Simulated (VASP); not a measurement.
InNO3, 10 atoms in the cell. The cell holds a amorphous, 10 atoms: a = 5.010 Å, b = 5.348 Å, c = 4.417 Å, α = 84.53°, β = 76.95°, γ = 82.05°. The cell was built by a generator and needn't be a form met in nature.

| Property | Result |
| --- | --- |
| Program | VASP 6.6.1 |
| Task | single point |
| Functional | PBE |
| Potentials or basis | VASP PAW PBE potentials, release 64 (In_d, N, O) |
| Cutoff | 520 eV |
| k mesh | 3 × 3 × 4 |
| Occupations | gaussian, width 0.1 eV |
| Spin | no spin polarisation |
| Dipole correction | no |
| Further INCAR settings | ALGO = Normal; EDIFF = 1e-07; NBANDS = 47 |

Potentials or basis: VASP PAW PBE potentials, release 64 (In_d, N, O).

Run with:

```console
$ cat potpaw_PBE.64/In_d/POTCAR potpaw_PBE.64/N/POTCAR potpaw_PBE.64/O/POTCAR > POTCAR
$ mpirun -np 1 vasp_std > vasp.out
```

Hardware: 1 thread of AMD EPYC 7R13 Processor (Zen 3), with other jobs on the host.

**Question.** Estimate the wall time of this run.

**Answer.** Wall time 2.7 min on 1 thread of AMD EPYC 7R13 Processor (Zen 3), on a shared host, peak memory 0.23 GiB. Counts: scf iterations 23, k points 19.
